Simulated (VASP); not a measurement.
# GaN with AM05: from relaxation to properties, part 3 of 9

What structure and properties does AM05 give GaN, and how near are they to the measured ones? The start is a cell from a database of measured crystal structures.

VASP 6.6.1, plane waves and PAW; the level of theory is named at each step.

So far, gap on the k-mesh (eV): step 2 (relaxing cell and atoms (AM05)) 2.02; step 3 (second relaxation) 2.02. The relaxed cell has a = 3.180, c = 5.177 Å (conventional setting).

The database entry behind the starting cell differs from later determinations by our own check (thin film, about 0.3 % long), so it need not match the best structure at ambient conditions.

## Step 5: Band structure (AM05)

Level of this step: AM05; plane waves and PAW (Ga_d, N) (VASP).

The mesh alone shows little of the dispersion and can miss band extrema, so KPOINTS_OPT adds a path through the symmetry points after the self-consistent cycle.

INCAR

```
SYSTEM = GaN
PREC = Accurate
ENCUT = 520
EDIFF = 1E-06
NELM = 100
ISMEAR = 0
SIGMA = 0.05
LREAL = .FALSE.
ALGO = Normal
GGA = AM
NBANDS = 32
LORBIT = 11
LWAVE = .FALSE.
LCHARG = .FALSE.
KPAR = 4
```

POSCAR

```
GaN
1.0
    3.1804015281      0.0000000000      0.0000000000
   -1.5902007640      2.7543085176      0.0000000000
    0.0000000000      0.0000000000      5.1773553217
Ga N
2 2
Direct
    0.6666666667      0.3333333333      0.5915912693
    0.3333333333      0.6666666667      0.0915912693
    0.6666666667      0.3333333333      0.9684087307
    0.3333333333      0.6666666667      0.4684087307
```

KPOINTS

```
Automatic mesh
0
Gamma
8 8 5
0 0 0
```

KPOINTS_OPT

```
Line mode
16
Line-mode
Reciprocal
  0.00000000   0.00000000   0.00000000 GAMMA
  0.50000000   0.00000000   0.00000000 M

  0.50000000   0.00000000   0.00000000 M
  0.33333333   0.33333333   0.00000000 K

  0.33333333   0.33333333   0.00000000 K
  0.00000000   0.00000000   0.00000000 GAMMA

  0.00000000   0.00000000   0.00000000 GAMMA
  0.00000000   0.00000000   0.50000000 A

  0.00000000   0.00000000   0.50000000 A
  0.50000000   0.00000000   0.50000000 L

  0.50000000   0.00000000   0.50000000 L
  0.33333333   0.33333333   0.50000000 H

  0.33333333   0.33333333   0.50000000 H
  0.00000000   0.00000000   0.50000000 A

  0.50000000   0.00000000   0.50000000 L
  0.50000000   0.00000000   0.00000000 M

  0.33333333   0.33333333   0.00000000 K
  0.33333333   0.33333333   0.50000000 H
```

PAW data sets: Ga_d and N (PBE family, release 64).

Started as:

```bash
$ mpirun -np 4 vasp_std
```

The program printed:

```text
[... set-up lines as in an earlier step ...]
 entering main loop
       N       E                     dE             d eps       ncg     rms          rms(c)
DAV:   1     0.306308417522E+03    0.30631E+03   -0.16251E+04  2328   0.210E+03
DAV:   2     0.143699923819E+02   -0.29194E+03   -0.26543E+03  1936   0.502E+02
DAV:   3    -0.275383390059E+02   -0.41908E+02   -0.41211E+02  2240   0.131E+02
DAV:   4    -0.289123764533E+02   -0.13740E+01   -0.13722E+01  2192   0.267E+01
DAV:   5    -0.289345213881E+02   -0.22145E-01   -0.22144E-01  2360   0.340E+00    0.102E+01
DAV:   6    -0.253789756882E+02    0.35555E+01   -0.58678E+00  3224   0.388E+01    0.327E+00
DAV:   7    -0.254179039265E+02   -0.38928E-01   -0.98346E-01  2080   0.641E+00    0.264E+00
DAV:   8    -0.254083589254E+02    0.95450E-02   -0.14581E-01  2928   0.345E+00    0.146E+00
DAV:   9    -0.253874107154E+02    0.20948E-01   -0.35072E-02  2920   0.273E+00    0.441E-01
DAV:  10    -0.253880795022E+02   -0.66879E-03   -0.62438E-03  2168   0.432E-01    0.235E-01
DAV:  11    -0.253880058204E+02    0.73682E-04   -0.35877E-04  2640   0.371E-01    0.116E-01
DAV:  12    -0.253879998849E+02    0.59355E-05   -0.47694E-05  2384   0.480E-02    0.926E-02
DAV:  13    -0.253880037265E+02   -0.38415E-05   -0.66036E-05  2424   0.481E-02    0.747E-02
DAV:  14    -0.253879986777E+02    0.50488E-05   -0.81725E-06  2368   0.242E-02    0.240E-02
DAV:  15    -0.253879984252E+02    0.25249E-06   -0.16754E-06  1984   0.665E-03
   1 F= -.25387998E+02 E0= -.25387998E+02  d E =-.102530E-11
 Start KPOINTS_OPT (optional k-point list driver)
k-point batch [1-30\144]
       N       E                     dE             ncg
DAV:   1     0.439210637784E+04   -0.26848E+05     2456
DAV:   2    -0.382622953237E+04   -0.82183E+04     1920
DAV:   3    -0.498407575900E+04   -0.11578E+04     2280
DAV:   4    -0.502005965400E+04   -0.35984E+02     2208
DAV:   5    -0.502061341046E+04   -0.55376E+00     2376
DAV:   6    -0.502063605979E+04   -0.22649E-01     2680
DAV:   7    -0.502063644870E+04   -0.38891E-03     2496
DAV:   8    -0.502063645511E+04   -0.64152E-05     1824
DAV:   9    -0.502063645534E+04   -0.22319E-06     1528
[...]
k-point batch [121-144\144]
       N       E                     dE             ncg
DAV:   1     0.121395587288E+05   -0.32385E+05     1856
DAV:   2     0.551286980472E+04   -0.66267E+04     1560
DAV:   3     0.457695766948E+04   -0.93591E+03     1816
DAV:   4     0.454825775515E+04   -0.28700E+02     1784
DAV:   5     0.454783422570E+04   -0.42353E+00     1920
DAV:   6     0.454781874557E+04   -0.15480E-01     2128
DAV:   7     0.454781840036E+04   -0.34520E-03     2016
DAV:   8     0.454781839868E+04   -0.16846E-05     1464
DAV:   9     0.454781839851E+04   -0.16848E-06     1240
```

Run time: 58 s. Hardware: 4 MPI ranks of AMD EPYC 7R43, shared host; peak memory 0.68 GiB.

OUTCAR, selected parts (step 5):

```text
   k-points           NKPTS =     30   k-points in BZ     NKDIM =     30   number of bands    NBANDS=     32

   NELECT =      36.0000    total number of electrons

 E-fermi :   5.5279

 k-point     1 :       0.0000    0.0000    0.0000
  band No.  band energies     occupation
    ...
     14       4.2563      2.00000
     15       4.2563      2.00000
     16       5.2731      2.00000
     17       5.3101      2.00000
     18       5.3101      2.00000
     19       7.3254      0.00000
     20       9.5952      0.00000
     21      14.5195      0.00000
     22      15.1692      0.00000
     23      15.1692      0.00000
    ...

  Total       -0.0187441     -0.0187441      0.0314772     -0.0000000      0.0000000      0.0000000
  in kB       -0.6621748     -0.6621748      1.1119978     -0.0000000      0.0000000      0.0000000
  external PRESSURE =      -0.0707839 kB  Pullay stress =       0.0000000 kB

 POSITION                                       TOTAL-FORCE (eV/Angst)
 -----------------------------------------------------------------------------------
      1.59020      0.91810      3.06288         0.000000     -0.000000     -0.000692
     -0.00000      1.83621      0.47420        -0.000000      0.000000     -0.000692
      1.59020      0.91810      5.01380        -0.000000      0.000000      0.000692
     -0.00000      1.83621      2.42512         0.000000     -0.000000      0.000692
 -----------------------------------------------------------------------------------
    total drift:                               -0.000001     -0.000002      0.001365

  FREE ENERGIE OF THE ION-ELECTRON SYSTEM (eV)
  ---------------------------------------------------
  free  energy   TOTEN  =       -25.3879984252 eV

  energy  without entropy=      -25.3879984252  energy(sigma->0) =      -25.38799843

[... 8 parts as in an earlier step ...]

[... 8 further parts left out ...]
```

Spin-orbit coupling is off here; it would split degenerate levels.

This step gave:

* bands: 32
* Fermi energy: 5.528 eV
* pressure: -0.007078 GPa
* least gap on mesh and path: 2.015 eV
* least direct gap on mesh and path: 2.015 eV

The electronic bands at the labelled points (eV, zero at the valence-band top; v1 is the highest filled band, c1 the lowest empty one):

```tsv
point	v4	v3	v2	v1	c1	c2	c3	c4
Γ	-1.05	-0.04	0.00	0.00	2.02	4.28	9.21	9.86
0.47 of the way	-2.64	-1.93	-0.63	-0.45	4.19	5.93	7.50	8.57
M	-4.27	-2.79	-2.25	-1.02	5.02	5.59	6.03	8.65
0.47 of the way	-4.25	-3.55	-2.38	-1.83	5.61	6.44	6.56	8.51
K	-5.37	-3.03	-3.03	-2.77	5.10	7.86	7.86	8.41
0.47 of the way	-3.93	-2.64	-1.18	-1.03	5.22	6.88	7.23	7.59
Γ	-1.05	-0.04	0.00	0.00	2.02	4.28	9.21	9.86
0.47 of the way	-0.92	-0.92	-0.14	-0.14	3.09	4.39	8.85	9.61
A	-0.54	-0.54	-0.54	-0.54	4.31	4.31	8.45	8.45
0.47 of the way	-2.07	-2.07	-1.24	-1.24	5.30	5.30	7.62	7.62
L	-1.98	-1.98	-1.92	-1.92	4.39	4.39	7.76	7.76
0.47 of the way	-3.14	-3.14	-1.62	-1.62	5.26	5.26	8.09	8.09
H	-4.26	-4.26	-1.50	-1.50	6.42	6.42	7.30	7.30
0.47 of the way	-2.28	-2.28	-1.88	-1.88	5.69	5.69	7.74	7.74
A	-0.54	-0.54	-0.54	-0.54	4.31	4.31	8.45	8.45
jump to L	-1.98	-1.98	-1.92	-1.92	4.39	4.39	7.76	7.76
0.47 of the way	-3.23	-2.53	-1.68	-1.36	4.25	5.06	7.66	7.77
M	-4.27	-2.79	-2.25	-1.02	5.02	5.59	6.03	8.65
jump to K	-5.37	-3.03	-3.03	-2.77	5.10	7.86	7.86	8.41
0.53 of the way	-5.03	-3.34	-2.14	-2.14	5.95	7.13	7.13	8.16
H	-4.26	-4.26	-1.50	-1.50	6.42	6.42	7.30	7.30
```

Of the projections kept (Ga, N), the largest for each band there; the rest of the weight can lie on other orbitals:

```tsv
point	v4	v3	v2	v1	c1	c2	c3	c4
Γ	N 0.71	N 0.78	N 0.78	N 0.78	N 0.59	Ga 0.71	N 0.81	Ga 1.00
M	N 0.54	N 0.65	N 0.63	N 0.72	Ga 0.89	Ga 0.60	Ga 0.52	N 0.64
K	N 0.55	N 0.61	N 0.61	N 0.63	Ga 0.89	N 0.56	N 0.56	N 0.70
Γ	N 0.71	N 0.78	N 0.78	N 0.78	N 0.59	Ga 0.71	N 0.81	Ga 1.00
A	N 0.74	N 0.74	N 0.74	N 0.74	N 0.53	N 0.53	Ga 0.63	Ga 0.63
L	N 0.67	N 0.67	N 0.68	N 0.68	Ga 0.74	Ga 0.74	Ga 0.77	Ga 0.77
```

The path finds the gap of the mesh within 0.02 eV, so the mesh comes close to both band edges.

## Step 6: Density of states (AM05)

Here the states are counted by energy and projected on the atoms. The mesh is finer than in the run before.

INCAR: that of step 5 with these lines changed.

```diff
@@ -5,3 +5,3 @@
 NELM = 100
-ISMEAR = 0
+ISMEAR = -5
 SIGMA = 0.05
@@ -15 +15,2 @@
 KPAR = 4
+NEDOS = 2001
```

POSCAR is that of step 5.

KPOINTS

```
Automatic mesh
0
Gamma
12 12 7
0 0 0
```

Started as:

```bash
$ mpirun -np 4 vasp_std
```

The program printed:

```text
[... set-up lines as in an earlier step ...]
 entering main loop
       N       E                     dE             d eps       ncg     rms          rms(c)
DAV:   1     0.299083133103E+03    0.29908E+03   -0.16230E+04  6016   0.210E+03
DAV:   2     0.130674403908E+02   -0.28602E+03   -0.26199E+03  4920   0.496E+02
DAV:   3    -0.276400407438E+02   -0.40707E+02   -0.40031E+02  5768   0.129E+02
DAV:   4    -0.289140038069E+02   -0.12740E+01   -0.12725E+01  5504   0.257E+01
DAV:   5    -0.289346009559E+02   -0.20597E-01   -0.20596E-01  6024   0.328E+00    0.102E+01
DAV:   6    -0.253789314944E+02    0.35557E+01   -0.58495E+00  8072   0.388E+01    0.327E+00
DAV:   7    -0.254184002669E+02   -0.39469E-01   -0.98891E-01  5240   0.643E+00    0.264E+00
DAV:   8    -0.254088041843E+02    0.95961E-02   -0.14581E-01  7392   0.344E+00    0.146E+00
DAV:   9    -0.253878917388E+02    0.20912E-01   -0.34719E-02  7528   0.272E+00    0.443E-01
DAV:  10    -0.253885487335E+02   -0.65699E-03   -0.63927E-03  5488   0.431E-01    0.233E-01
DAV:  11    -0.253884829062E+02    0.65827E-04   -0.32310E-04  6736   0.354E-01    0.115E-01
DAV:  12    -0.253884759231E+02    0.69831E-05   -0.43238E-05  6072   0.467E-02    0.895E-02
DAV:  13    -0.253884791738E+02   -0.32507E-05   -0.60120E-05  6120   0.457E-02    0.693E-02
DAV:  14    -0.253884753454E+02    0.38284E-05   -0.66722E-06  5904   0.215E-02    0.223E-02
DAV:  15    -0.253884751105E+02    0.23491E-06   -0.12540E-06  3792   0.604E-03
   1 F= -.25388475E+02 E0= -.25388475E+02  d E =0.000000E+00
```

The job ended after 39 s (4 MPI ranks; peak memory 0.73 GiB; 2 min of CPU time).

Parts of OUTCAR (step 6):

```text
   k-points           NKPTS =     76   k-points in BZ     NKDIM =     76   number of bands    NBANDS=     32

   NELECT =      36.0000    total number of electrons

 E-fermi :   5.3290

 k-point     1 :       0.0000    0.0000    0.0000
  band No.  band energies     occupation
    ...
     14       4.2560      2.00000
     15       4.2560      2.00000
     16       5.2728      2.00000
     17       5.3098      2.00000
     18       5.3098      2.00000
     19       7.3252      0.00000
     20       9.5950      0.00000
     21      14.5192      0.00000
     22      15.1691      0.00000
     23      15.1691      0.00000
    ...

  Total       -0.0179730     -0.0179730      0.0347674     -0.0000000      0.0000000      0.0000000
  in kB       -0.6349348     -0.6349348      1.2282330     -0.0000000      0.0000000      0.0000000
  external PRESSURE =      -0.0138788 kB  Pullay stress =       0.0000000 kB

 POSITION                                       TOTAL-FORCE (eV/Angst)
 -----------------------------------------------------------------------------------
      1.59020      0.91810      3.06288         0.000000      0.000000     -0.000678
     -0.00000      1.83621      0.47420        -0.000000     -0.000000     -0.000678
      1.59020      0.91810      5.01380        -0.000000      0.000000      0.000678
     -0.00000      1.83621      2.42512         0.000000      0.000000      0.000678
 -----------------------------------------------------------------------------------
    total drift:                               -0.000001     -0.000002      0.001418

  FREE ENERGIE OF THE ION-ELECTRON SYSTEM (eV)
  ---------------------------------------------------
  free  energy   TOTEN  =       -25.3884751105 eV

  energy  without entropy=      -25.3884751105  energy(sigma->0) =      -25.38847511

[... 7 parts as in an earlier step ...]

[... 9 further parts left out ...]
```

This step gave:

```yaml
irreducible_k_points: 76
fermi_energy: 5.329 eV
pressure: -0.001388 GPa
gap_on_the_k_mesh: 2.015 eV
least_direct_gap_on_the_k_mesh: 2.015 eV
```

The density of states has structure finer than the step of the table below, so its rows give means over 1 eV, whole bins alone (the curve runs from -12.0 to 9.91 eV). Peaks (eV: height): total -11.3: 3.43, -1.5: 5.31, 8.2: 4.85, 9.8: 3.47; N p -6.0: 0.800, -1.5: 2.74, 8.2: 1.38; Ga p -1.5: 0.822, 5.4: 0.305, 8.2: 0.541, 9.8: 0.932; Ga d -11.3: 1.73, -1.5: 0.349, 8.2: 0.314; Ga s -6.0: 0.952, 5.9: 0.314, 7.6: 0.581, 8.2: 1.07.

States under -12.0 eV and over 9.9 eV are left out. Table of density of states by energy, zero at the valence-band top; means over each step; values in states/eV/cell:

```tsv
energy (eV)	total	N p	Ga p	Ga d	Ga s	N s
-11	1.02	0.00311	0.0554	0.518	0.0140	0.296
-10	0	0	0	0	0	0
-9	0	0	0	0	0	0
-8	0	0	0	0	0	0
-7	0.279	0.0735	0.0196	0.00709	0.0840	0.00295
-6	2.00	0.545	0.115	0.0679	0.624	0.0514
-5	1.13	0.327	0.109	0.0615	0.224	0.0691
-4	1.29	0.449	0.204	0.0634	0.120	0.0410
-3	1.93	0.784	0.336	0.0982	0.0897	0.0357
-2	2.79	1.32	0.455	0.174	0.0524	0.0210
-1	2.26	1.21	0.296	0.188	0.0148	0.00771
0	0.307	0.181	0.0232	0.0356	2.7e-4	2.5e-4
1	0	0	0	0	0	0
2	0.00329	3.3e-4	1.5e-5	0	6.9e-4	0.00101
3	0.0656	0.0114	0.00232	5.7e-4	0.0116	0.0169
4	0.373	0.0565	0.0386	0.0104	0.0565	0.0664
5	1.66	0.204	0.234	0.0929	0.238	0.195
6	1.68	0.255	0.227	0.121	0.256	0.126
7	1.27	0.296	0.137	0.0966	0.226	0.0429
8	2.69	0.706	0.328	0.194	0.545	0.0310
9	0.987	0.250	0.196	0.0717	0.0899	0.00911
```

The gap on this mesh is 2.02 eV. In the top eV of the valence band the largest shares in the PAW spheres are N p 57 %, Ga d 10 % and Ga p 10 %; in the lowest eV of the conduction band, N s 28 %, Ga s 19 % and N p 15 %. The rest lies in smaller channels or between the spheres.

(Continued in part 4 of 9.)

[Lines on the potential files, build, host, timing and source positions are cut from VASP's logs without a mark.]

[Logs are printed without paths, hosts, clocks, repeated set-up lines and the standing remarks that a program may print on its own settings, such as how far it seeks lower states.]

[Hosts, paths, dates, database ids (printed as entryN), source tags and the programs' standing remarks are cut or masked in the printed files.]

[A measured line is paired with the nearest computed mode of its activity, which favours agreement.]
